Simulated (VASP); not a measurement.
All values below come from PBE GGA, VASP's PBE PAW potentials (set 64) (plane waves; VASP).

A VASP calculation is set up with these files.

KPOINTS:
```
Automatic mesh
0
Gamma
9 9 9
0 0 0
```

**INCAR**
```
SYSTEM = Sn
PREC = Accurate
ENCUT = 300
EDIFF = 1E-6
NELM = 100
ALGO = Normal
LREAL = .FALSE.
LASPH = .TRUE.
ISMEAR = -1
SIGMA = 0.05
GGA = PE
LMAXMIX = 4
LWAVE = .FALSE.
LCHARG = .FALSE.
ISIF = 2
```

**POSCAR**
```
Sn
1.0
  0.0000000000   3.2445000000   3.2445000000
  3.2445000000   0.0000000000   3.2445000000
  3.2445000000   3.2445000000   0.0000000000
Sn
2
Cart
  0.0000000000   0.0000000000   0.0000000000
  1.6222500000   1.6222500000   1.6222500000
```

POTCAR, in this order: Sn_d (PBE.64 set). Program: vasp_std.

The run wrote:

File OUTCAR:
```
 ion  position               nearest neighbor table
   1  0.000  0.000  0.000-   2 2.81   2 2.81   2 2.81   2 2.81
   2  0.250  0.250  0.250-   1 2.81   1 2.81   1 2.81   1 2.81
  LATTYP: Found a face centered cubic cell.
 ALAT       =     6.4890000000
 Subroutine PRICEL returns:
 Original cell was already a primitive cell.
 Subroutine GETGRP returns: Found 48 space group operations
The static configuration has the point symmetry T_d .
 The point group associated with its full space group is O_h .
The dynamic configuration has the point symmetry T_d .
 Subroutine INISYM returns: Found 48 space group operations
 Subroutine IBZKPT returns following result:
 Found     35 irreducible k-points:

 Following reciprocal coordinates:
            Coordinates               Weight
  0.000000  0.000000  0.000000      1.000000
  0.111111  0.000000  0.000000      8.000000
  0.222222  0.000000  0.000000      8.000000
  0.333333  0.000000  0.000000      8.000000
  0.444444  0.000000  0.000000      8.000000
  0.111111  0.111111  0.000000      6.000000
  0.222222  0.111111  0.000000     24.000000
  0.333333  0.111111  0.000000     24.000000
...
```

**OSZICAR**
```
       N       E                     dE             d eps       ncg     rms          rms(c)
DAV:   1     0.178887240699E+03    0.17889E+03   -0.11630E+04  1264   0.164E+03
DAV:   2     0.846680761604E+01   -0.17042E+03   -0.16826E+03  1272   0.369E+02
DAV:   3    -0.727583894792E+01   -0.15743E+02   -0.15687E+02  1424   0.128E+02
DAV:   4    -0.768327584140E+01   -0.40744E+00   -0.40695E+00  1388   0.228E+01
DAV:   5    -0.769773099416E+01   -0.14455E-01   -0.14455E-01  1718   0.378E+00    0.322E+00
DAV:   6    -0.765725146262E+01    0.40480E-01   -0.23523E-02  1500   0.199E+00    0.191E+00
DAV:   7    -0.763745313673E+01    0.19798E-01   -0.48959E-02  1384   0.231E+00    0.162E-01
DAV:   8    -0.763919745853E+01   -0.17443E-02   -0.44881E-03  1346   0.804E-01    0.552E-02
DAV:   9    -0.763956950473E+01   -0.37205E-03   -0.54016E-04  1392   0.154E-01    0.190E-02
DAV:  10    -0.763957559304E+01   -0.60883E-05   -0.30428E-05  1446   0.520E-02    0.507E-03
DAV:  11    -0.763957923764E+01   -0.36446E-05   -0.75284E-06  1038   0.184E-02    0.189E-03
DAV:  12    -0.763957950536E+01   -0.26772E-06   -0.23686E-07   794   0.595E-03
   1 F= -.76395795E+01 E0= -.76386901E+01  d E =-.177878E-02
```

**OUTCAR**
```
------------------------ aborting loop because EDIFF is reached ----------------------------------------
  FORCE on cell =-STRESS in cart. coord.  units (eV):
  Direction    XX          YY          ZZ          XY          YZ          ZX
  --------------------------------------------------------------------------------------
  Total        1.2329697      1.2329697      1.2329697      0.0000000      0.0000000      0.0000000
  in kB       28.9194254     28.9194254     28.9194254      0.0000000      0.0000000      0.0000000
  external PRESSURE =      28.9194254 kB  Pullay stress =       0.0000000 kB
  volume of cell :       68.31
      direct lattice vectors                 reciprocal lattice vectors
     0.000000000  3.244500000  3.244500000    -0.154106950  0.154106950  0.154106950
     3.244500000  0.000000000  3.244500000     0.154106950 -0.154106950  0.154106950
     3.244500000  3.244500000  0.000000000     0.154106950  0.154106950 -0.154106950
 POSITION                                       TOTAL-FORCE (eV/Angst)
 -----------------------------------------------------------------------------------
      0.00000      0.00000      0.00000        -0.000000     -0.000000     -0.000000
      1.62225      1.62225      1.62225         0.000000      0.000000      0.000000
 -----------------------------------------------------------------------------------
    total drift:                                0.000000      0.000000      0.000000
  FREE ENERGIE OF THE ION-ELECTRON SYSTEM (eV)
  ---------------------------------------------------
  free  energy   TOTEN  =        -7.6395795054 eV

  energy  without entropy=       -7.6378007221  energy(sigma->0) =       -7.63869011
```
(Selected blocks of OUTCAR.)

At this cut-off the stress carries a Pulay error, which pulls relaxed volumes low.

The structure is a typed Sn crystal (Fd-3m). The cell was not relaxed at this level.
